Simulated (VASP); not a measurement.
Consider the following.

```
CELL_PARAMETERS angstrom
     10.93707     0.00000     0.00000
      0.00000    10.93707     0.00000
      0.00000     0.00000    10.93707
ATOMIC_POSITIONS crystal
  Si 0.49999 0.99984 0.99970
  Si 0.62560 0.12512 0.12530
  Si 0.75024 0.24977 0.00020
  Si 0.87452 0.37449 0.12543
  Si 0.75005 0.99985 0.24991
  Si 0.87420 0.12535 0.37447
  Si 0.00001 0.00008 0.00002
  Si 0.12488 0.12490 0.12488
  Si 0.24970 0.24968 0.99960
  Si 0.37479 0.37471 0.12389
  Si 0.50000 0.50020 0.99985
  Si 0.62506 0.62501 0.12452
  Si 0.75009 0.75006 0.00010
  Si 0.87508 0.87507 0.12492
  Si 0.24961 0.99949 0.24961
  Si 0.37467 0.12378 0.37469
  Si 0.49812 0.24976 0.24987
  Si 0.62427 0.37480 0.37506
  Si 0.74949 0.50122 0.25030
  Si 0.87545 0.62486 0.37477
  Si 0.50001 0.99967 0.50004
  Si 0.62531 0.12394 0.62521
  Si 0.74954 0.25019 0.50154
  Si 0.87578 0.37472 0.62501
  Si 0.75038 0.99956 0.75031
  Si 0.87511 0.12492 0.87512
  Si 0.99977 0.49995 0.99962
  Si 0.12522 0.62559 0.12507
  Si 0.24995 0.75000 0.99973
  Si 0.37450 0.87434 0.12513
  Si 0.99962 0.24962 0.24979
  Si 0.12394 0.37466 0.37487
  Si 0.24970 0.49801 0.24976
  Si 0.37464 0.62454 0.37479
  Si 0.50135 0.74960 0.25023
  Si 0.62495 0.87535 0.37493
  Si 0.99977 0.00011 0.49993
  Si 0.12553 0.12517 0.62556
  Si 0.25013 0.24994 0.49820
  Si 0.37547 0.37479 0.62428
  Si 0.62469 0.62417 0.62428
  Si 0.74960 0.74941 0.49836
  Si 0.87471 0.87420 0.62544
  Si 0.24998 0.99980 0.75008
  Si 0.37443 0.12533 0.87434
  Si 0.50173 0.25011 0.74966
  Si 0.62513 0.37482 0.87578
  Si 0.74963 0.49817 0.74949
  Si 0.87426 0.62553 0.87434
  Si 0.99988 0.75002 0.24979
  Si 0.12508 0.87441 0.37449
  Si 0.99993 0.50010 0.50004
  Si 0.12451 0.62483 0.62522
  Si 0.25010 0.74962 0.50151
  Si 0.37502 0.87529 0.62502
  Si 0.00022 0.24972 0.75014
  Si 0.12552 0.37453 0.87432
  Si 0.25063 0.50114 0.74941
  Si 0.37495 0.62493 0.87523
  Si 0.49863 0.74925 0.74933
  Si 0.62542 0.87411 0.87447
  Si 0.00011 0.74997 0.75020
  Si 0.12494 0.87506 0.87509
  P  0.49966 0.49979 0.49943
```
Cell charge +1.

These are HSE06 screened hybrid, VASP's PBE PAW potentials (set 64) (plane waves; VASP) values and carry that method's errors. Run with PREC = Normal, LREAL = Auto, ISYM = 0, NELECT = 256.0, EDIFF = 1E-5, 400 eV cut-off, 1×1×1 Γ-centred mesh, Gaussian smearing of 0.050 eV, potentials Si P.

The cell is charged, with a uniform compensating background. The supercell is sampled at Γ alone, which is coarse: total energies, pressure and levels can be off, energies of defects by several tenths of an eV.

Q: Estimate the energy per atom (σ→0), largest force.

A: 
```yaml
energy per atom (σ→0): -6.301 eV/atom
largest_force: 0.053 eV/Å
```

Only differences to runs with the same potentials and settings are physical.

The cell is a supercell with a defect, built from Si (diamond): P_Si, charge +1. The cell's shape comes from a PBE relaxation. The run is not spin-polarised, so no state with unpaired spins was tried.
